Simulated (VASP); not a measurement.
Here is the system:

```
CELL_PARAMETERS angstrom
      1.53426    -2.65741     0.00000
      1.53426     2.65741     0.00000
      0.00000     0.00000     3.40865
ATOMIC_POSITIONS crystal
  Zr 0.00000 0.00000 0.00000
  B  0.33333 0.66667 0.50000
  B  0.66667 0.33333 0.50000
```

Method: LDA (Ceperley-Alder, Perdew-Zunger), VASP's LDA PAW potentials (set 64) (plane waves; VASP). Settings: 620 eV cut-off, 11×11×9 Γ-centred mesh, first-order Methfessel-Paxton smearing of 0.10 eV, potentials Zr_sv B.

Energy and stress use the plane-wave basis of the starting cell.

**Question.** The ions, cell shape and volume at an external pressure of 30.0 GPa are relaxed. What does this cell relax into?

**Answer.** 
```
CELL_PARAMETERS angstrom
      1.51953    -2.63191     0.00000
      1.51953     2.63191     0.00000
      0.00000     0.00000     3.37604
ATOMIC_POSITIONS crystal
  Zr 0.00000 0.00000 0.00000
  B  0.33333 0.66667 0.50000
  B  0.66667 0.33333 0.50000
```
Space group P6/mmm (191), at a tolerance of 0.03 Å.

**Question.** How do energy and volume change from the first to the last step?

**Answer.** The energy (σ→0) changes by +40.8 meV/atom and the volume by -2.8 %, in 4 ionic steps.

The compound is ZrB2 in the AlB2 type structure. This run relaxes it under an external pressure of 30 GPa. Symmetry was kept, so distortions that lower it aren't found.
